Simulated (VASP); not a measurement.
Level of theory: PBEsol GGA, VASP's PBE PAW potentials (set 64) (plane waves; VASP 6.6.1).

The input files of a VASP run:

### INCAR
```
SYSTEM = OsRu3
PREC = Accurate
ENCUT = 300
EDIFF = 1E-6
NELM = 100
ALGO = Normal
LREAL = .FALSE.
LASPH = .TRUE.
ISMEAR = -1
SIGMA = 0.136
GGA = PS
LMAXMIX = 6
LWAVE = .FALSE.
LCHARG = .FALSE.
ISIF = 3
IBRION = 2
NSW = 50
EDIFFG = -0.01
```

**POSCAR**
```
OsRu3
1
    5.4304200000     0.0000000000     0.0000000000
   -2.7152100000     4.7028820000     0.0000000000
    0.0000000000     0.0000000000     4.2909800000
Ru Os
6 2
Direct
  0.8325600000   0.1674400000   0.7500000000
  0.1674400000   0.8325600000   0.2500000000
  0.6651200000   0.8325600000   0.2500000000
  0.3348800000   0.1674400000   0.7500000000
  0.8325600000   0.6651200000   0.7500000000
  0.1674400000   0.3348800000   0.2500000000
  0.6666670000   0.3333330000   0.2500000000
  0.3333330000   0.6666670000   0.7500000000
```

**KPOINTS**
```
kpoints
0
gamma
 4 4 5
0 0 0
```

POTCAR, in this order: Ru_pv Os (PBE.64 set). Program: vasp_std.

The run wrote:

File OSZICAR:
```
...
DAV:   4    -0.852964901729E+02    0.91297E+00   -0.45551E+00  1820   0.123E+01    0.423E+00
DAV:   5    -0.853330323383E+02   -0.36542E-01   -0.28712E-01  1620   0.272E+00    0.194E+00
DAV:   6    -0.853405472984E+02   -0.75150E-02   -0.25670E-02  1924   0.812E-01    0.766E-01
DAV:   7    -0.853422791045E+02   -0.17318E-02   -0.64147E-03  1868   0.403E-01    0.162E-01
DAV:   8    -0.853421867998E+02    0.92305E-04   -0.10390E-03  1864   0.175E-01    0.592E-02
DAV:   9    -0.853421875704E+02   -0.77065E-06   -0.95387E-05  1616   0.623E-02    0.215E-02
DAV:  10    -0.853421845346E+02    0.30358E-05   -0.17073E-05  1672   0.234E-02    0.823E-03
DAV:  11    -0.853421849573E+02   -0.42265E-06   -0.24206E-06  1032   0.701E-03
   2 F= -.85342185E+02 E0= -.85215630E+02  d E =0.576221E+00
       N       E                     dE             d eps       ncg     rms          rms(c)
DAV:   1    -0.937541436853E+02   -0.84120E+01   -0.16238E+02  1504   0.861E+01    0.222E+01
DAV:   2    -0.944084182502E+02   -0.65427E+00   -0.96166E+01  1824   0.505E+01    0.193E+01
DAV:   3    -0.858108075988E+02    0.85976E+01   -0.24455E+01  1952   0.287E+01    0.647E+00
DAV:   4    -0.859716262085E+02   -0.16082E+00   -0.37550E+00  1560   0.732E+00    0.207E+00
DAV:   5    -0.859609952589E+02    0.10631E-01   -0.31537E-01  1904   0.228E+00    0.167E+00
DAV:   6    -0.859673426771E+02   -0.63474E-02   -0.63376E-02  1576   0.132E+00    0.715E-01
DAV:   7    -0.859681959282E+02   -0.85325E-03   -0.15724E-02  1972   0.401E-01    0.245E-01
DAV:   8    -0.859681947491E+02    0.11790E-05   -0.26608E-03  1568   0.279E-01    0.871E-02
DAV:   9    -0.859681389053E+02    0.55844E-04   -0.42030E-04  1968   0.120E-01    0.410E-02
DAV:  10    -0.859681313369E+02    0.75684E-05   -0.33739E-05  1720   0.294E-02    0.960E-03
DAV:  11    -0.859681289192E+02    0.24177E-05   -0.11511E-05  1412   0.146E-02    0.425E-03
DAV:  12    -0.859681289089E+02    0.10315E-07   -0.80554E-07   816   0.496E-03
   3 F= -.85968129E+02 E0= -.85824391E+02  d E =-.497230E-01
       N       E                     dE             d eps       ncg     rms          rms(c)
DAV:   1    -0.859686794072E+02   -0.55049E-03   -0.10586E-02  1520   0.682E-01    0.203E-01
DAV:   2    -0.859686114489E+02    0.67958E-04   -0.44752E-03  1860   0.383E-01    0.179E-01
DAV:   3    -0.859681892266E+02    0.42222E-03   -0.18132E-03  1948   0.221E-01    0.390E-02
DAV:   4    -0.859681737024E+02    0.15524E-04   -0.18053E-04  1584   0.676E-02    0.170E-02
DAV:   5    -0.859681761678E+02   -0.24653E-05   -0.12260E-05  1636   0.126E-02    0.101E-02
DAV:   6    -0.859681770202E+02   -0.85245E-06   -0.16706E-06   924   0.736E-03
   4 F= -.85968177E+02 E0= -.85824596E+02  d E =-.497711E-01
       N       E                     dE             d eps       ncg     rms          rms(c)
DAV:   1    -0.859684192298E+02   -0.24306E-03   -0.54174E-03  1512   0.489E-01    0.145E-01
DAV:   2    -0.859683835724E+02    0.35657E-04   -0.22817E-03  1852   0.275E-01    0.127E-01
DAV:   3    -0.859681689210E+02    0.21465E-03   -0.91973E-04  1948   0.158E-01    0.279E-02
DAV:   4    -0.859681609768E+02    0.79442E-05   -0.92130E-05  1592   0.484E-02    0.121E-02
DAV:   5    -0.859681623642E+02   -0.13875E-05   -0.62659E-06  1520   0.908E-03    0.719E-03
DAV:   6    -0.859681628174E+02   -0.45321E-06   -0.84785E-07   824   0.528E-03
   5 F= -.85968163E+02 E0= -.85824690E+02  d E =-.497569E-01
       N       E                     dE             d eps       ncg     rms          rms(c)
DAV:   1    -0.859669905719E+02    0.11718E-02   -0.97896E-01  1456   0.916E+00    0.401E-01
DAV:   2    -0.859706338965E+02   -0.36433E-02   -0.68663E-02  1440   0.176E+00    0.210E-01
DAV:   3    -0.859698041401E+02    0.82976E-03   -0.30911E-03  1900   0.288E-01    0.126E-01
DAV:   4    -0.859697267359E+02    0.77404E-04   -0.12526E-03  1916   0.188E-01    0.709E-02
DAV:   5    -0.859696529940E+02    0.73742E-04   -0.27736E-04  1928   0.896E-02    0.358E-02
DAV:   6    -0.859696477912E+02    0.52028E-05   -0.21382E-05  1792   0.238E-02    0.905E-03
DAV:   7    -0.859696469567E+02    0.83449E-06   -0.32750E-06  1180   0.106E-02
   6 F= -.85969647E+02 E0= -.85825742E+02  d E =-.148414E-02
       N       E                     dE             d eps       ncg     rms          rms(c)
DAV:   1    -0.859696422677E+02    0.55235E-05   -0.41836E-03  1460   0.598E-01    0.263E-02
DAV:   2    -0.859696567640E+02   -0.14496E-04   -0.29440E-04  1448   0.115E-01    0.138E-02
DAV:   3    -0.859696538021E+02    0.29620E-05   -0.14947E-05  1924   0.208E-02    0.104E-02
DAV:   4    -0.859696529867E+02    0.81534E-06   -0.65232E-06  1608   0.138E-02
   7 F= -.85969653E+02 E0= -.85825772E+02  d E =-.149017E-02
       N       E                     dE             d eps       ncg     rms          rms(c)
DAV:   1    -0.859727823412E+02   -0.31285E-02   -0.27164E-01  1456   0.436E+00    0.500E-01
DAV:   2    -0.859724849167E+02    0.29742E-03   -0.34899E-02  1792   0.123E+00    0.461E-01
DAV:   3    -0.859700473067E+02    0.24376E-02   -0.10286E-02  1924   0.568E-01    0.138E-01
DAV:   4    -0.859697336293E+02    0.31368E-03   -0.19972E-03  1592   0.228E-01    0.580E-02
DAV:   5    -0.859697445934E+02   -0.10964E-04   -0.16147E-04  1800   0.605E-02    0.236E-02
DAV:   6    -0.859697451563E+02   -0.56286E-06   -0.21358E-05  1836   0.224E-02    0.113E-02
DAV:   7    -0.859697493475E+02   -0.41912E-05   -0.31865E-06  1260   0.814E-03    0.210E-03
DAV:   8    -0.859697495416E+02   -0.19412E-06   -0.22730E-07   768   0.245E-03
   8 F= -.85969750E+02 E0= -.85825624E+02  d E =-.965549E-04
       N       E                     dE             d eps       ncg     rms          rms(c)
DAV:   1    -0.859704165966E+02   -0.66725E-03   -0.48975E-02  1456   0.185E+00    0.213E-01
DAV:   2    -0.859703676101E+02    0.48987E-04   -0.62915E-03  1784   0.522E-01    0.196E-01
DAV:   3    -0.859699380252E+02    0.42958E-03   -0.18630E-03  1924   0.240E-01    0.586E-02
DAV:   4    -0.859698735267E+02    0.64499E-04   -0.35832E-04  1596   0.971E-02    0.247E-02
DAV:   5    -0.859698756249E+02   -0.20982E-05   -0.28812E-05  1804   0.256E-02    0.992E-03
DAV:   6    -0.859698740654E+02    0.15595E-05   -0.33978E-06  1256   0.944E-03    0.452E-03
DAV:   7    -0.859698728547E+02    0.12108E-05   -0.97578E-07   792   0.442E-03    0.111E-03
DAV:   8    -0.859698728377E+02    0.16988E-07   -0.19961E-07   744   0.242E-03
   9 F= -.85969873E+02 E0= -.85825853E+02  d E =-.219851E-03
       N       E                     dE             d eps       ncg     rms          rms(c)
DAV:   1    -0.859712976252E+02   -0.14248E-02   -0.44259E-02  1464   0.150E+00    0.342E-01
DAV:   2    -0.859710169985E+02    0.28063E-03   -0.12169E-02  1848   0.658E-01    0.295E-01
DAV:   3    -0.859698938785E+02    0.11231E-02   -0.49215E-03  1924   0.369E-01    0.762E-02
DAV:   4    -0.859698210072E+02    0.72871E-04   -0.61235E-04  1596   0.127E-01    0.308E-02
DAV:   5    -0.859698285059E+02   -0.74987E-05   -0.47702E-05  1856   0.275E-02    0.157E-02
DAV:   6    -0.859698294898E+02   -0.98396E-06   -0.67195E-06  1648   0.134E-02
  10 F= -.85969829E+02 E0= -.85826121E+02  d E =0.433479E-04
       N       E                     dE             d eps       ncg     rms          rms(c)
DAV:   1    -0.859705740831E+02   -0.74558E-03   -0.20304E-02  1464   0.101E+00    0.231E-01
DAV:   2    -0.859704539202E+02    0.12016E-03   -0.56476E-03  1864   0.447E-01    0.201E-01
DAV:   3    -0.859699265115E+02    0.52741E-03   -0.22796E-03  1924   0.252E-01    0.514E-02
DAV:   4    -0.859698922734E+02    0.34238E-04   -0.28390E-04  1600   0.861E-02    0.208E-02
DAV:   5    -0.859698934344E+02   -0.11610E-05   -0.21685E-05  1664   0.185E-02    0.106E-02
DAV:   6    -0.859698926540E+02    0.78041E-06   -0.27231E-06  1188   0.932E-03
  11 F= -.85969893E+02 E0= -.85825970E+02  d E =-.198163E-04
```

**OUTCAR**
```
------------------------ aborting loop because EDIFF is reached ----------------------------------------
  FORCE on cell =-STRESS in cart. coord.  units (eV):
  Direction    XX          YY          ZZ          XY          YZ          ZX
  --------------------------------------------------------------------------------------
  Total        0.0136436      0.0136436      0.0244516      0.0000000     -0.0000000      0.0000000
  in kB        0.2035638      0.2035639      0.3648213      0.0000000     -0.0000000      0.0000000
  external PRESSURE =       0.2573163 kB  Pullay stress =       0.0000000 kB
  volume of cell :      107.38
      direct lattice vectors                 reciprocal lattice vectors
     5.391012626  0.000000000  0.000000000     0.185493908  0.107094950  0.000000000
    -2.695506313  4.668754206 -0.000000000    -0.000000000  0.214189901  0.000000000
    -0.000000000 -0.000000000  4.266447530    -0.000000000  0.000000000  0.234387038
 POSITION                                       TOTAL-FORCE (eV/Angst)
 -----------------------------------------------------------------------------------
      4.04202      0.77884      3.19984         0.001282     -0.000740      0.000000
     -1.34651      3.88991      1.06661        -0.001282      0.000740     -0.000000
      1.34651      3.88991      1.06661         0.001282      0.000740      0.000000
      1.34900      0.77884      3.19984        -0.001282     -0.000740     -0.000000
      2.69551      3.11107      3.19984        -0.000000      0.001480     -0.000000
     -0.00000      1.55769      1.06661        -0.000000     -0.001480      0.000000
      2.69551      1.55625      1.06661         0.000000      0.000000      0.000000
     -0.00000      3.11250      3.19984        -0.000000      0.000000      0.000000
 -----------------------------------------------------------------------------------
    total drift:                               -0.002455      0.001418      0.000103
  FREE ENERGIE OF THE ION-ELECTRON SYSTEM (eV)
  ---------------------------------------------------
  free  energy   TOTEN  =       -85.9698926540 eV

  energy  without entropy=      -85.6820464472  energy(sigma->0) =      -85.82596955

 reached required accuracy - stopping structural energy minimisation
```
(Selected blocks of OUTCAR.)

### CONTCAR
```
OsRu3
   1.00000000000000
     5.3910126263935654    0.0000000000000000    0.0000000000000000
    -2.6955063131967827    4.6687542062437206   -0.0000000000000000
    -0.0000000000000000   -0.0000000000000000    4.2664475298864595
  Ru              Os
     6     2
Direct
     0.8331797061134152    0.1668202938885092    0.7500000000000000
     0.1668202938865848    0.8331797061114909    0.2500000000000000
     0.6663594122249060    0.8331797061114909    0.2500000000000000
     0.3336405877750940    0.1668202938885092    0.7500000000000000
     0.8331797061114909    0.6663594122229817    0.7500000000000000
     0.1668202938885092    0.3336405877770183    0.2500000000000000
     0.6666669999999968    0.3333330000000032    0.2500000000000000
     0.3333330000000032    0.6666669999999968    0.7500000000000000
```

At this cut-off the stress carries a Pulay error, which pulls relaxed volumes low. Energy and stress use the plane-wave basis of the starting cell.

The structure comes from a computed database's OsRu3 entry (P6_3/mmc); how it stands against other phases isn't given here. This run relaxes it. Symmetry was kept, so distortions that lower it aren't found. The k-mesh is coarse (spacing up to 0.34 per Å, 2π included), so the numbers may not be converged in it. The run is one of a series of settings (EDIFFG = -0.01, IBRION = 2, ISIF = 3, NSW = 50 against the base run), some of them coarse on purpose.
